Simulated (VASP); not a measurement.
Consider the following.

```xyz
2
Lattice="2.8191 0.0000 0.0000 0.0000 2.8191 0.0000 0.0000 0.0000 4.0535" Properties=species:S:1:pos:R:3 pbc="T T T"
Ti     0.0000     0.0000     0.0000
Al     1.4095     1.4095     2.0268
```

Computed with RPBE GGA, VASP's PBE PAW potentials (set 64) (plane waves; VASP). Run with 520 eV cut-off, 13×13×9 Γ-centred mesh, first-order Methfessel-Paxton smearing of 0.10 eV, potentials Ti_sv Al.

**Question.** Estimate the energy per atom (σ→0), pressure, band gap (on the k-mesh) with the smallest direct gap where there is one.

**Answer.** 
The band gap (on the k-mesh) is none (metal, semimetal or under 0.01 eV), the energy per atom (σ→0) is -5.864 eV/atom and the pressure is 3.50 GPa.

Total energies compare only between runs with the same potentials, cut-off and functional.

The compound is TiAl in the L1_0 structure. This cell is one point of a volume scan, at 0.97 of the reference volume. The electron count is odd and the run is not spin-polarised, which forces a metal.
